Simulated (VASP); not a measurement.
Input:

```
CELL_PARAMETERS angstrom
      0.00000     2.42086     2.42086
      2.42086     0.00000     2.42086
      2.42086     2.42086     0.00000
ATOMIC_POSITIONS crystal
  Ca 0.00000 0.00000 0.00000
  O  0.50000 0.50000 0.50000
```

Level of theory: PBE GGA, VASP's PBE PAW potentials (set 64) (plane waves; VASP). Settings: 520 eV cut-off, 9×9×9 Γ-centred mesh, Gaussian smearing of 0.050 eV, potentials Ca_sv O.

Problem. Give the energy at these volumes per atom, relative to the lowest: 13.31, 13.74, 14.16, 14.59, 15.01 Å³.

Solution. 19.7, 4.9, 0.0, 3.5, 14.2 meV/atom. A third-order Birch-Murnaghan fit gives B0 = 105 GPa and B0′ = 4.4.

Measured: a 4.781 Å at 0 K (computed value off by +1.3 %), as given by Wei Chen et al., Physical Review Materials (2018), doi:10.1103/physrevmaterials.2.073803 [zero-point anharmonic expansion removed].

The compound is CaO in the rock salt structure. It was relaxed first.
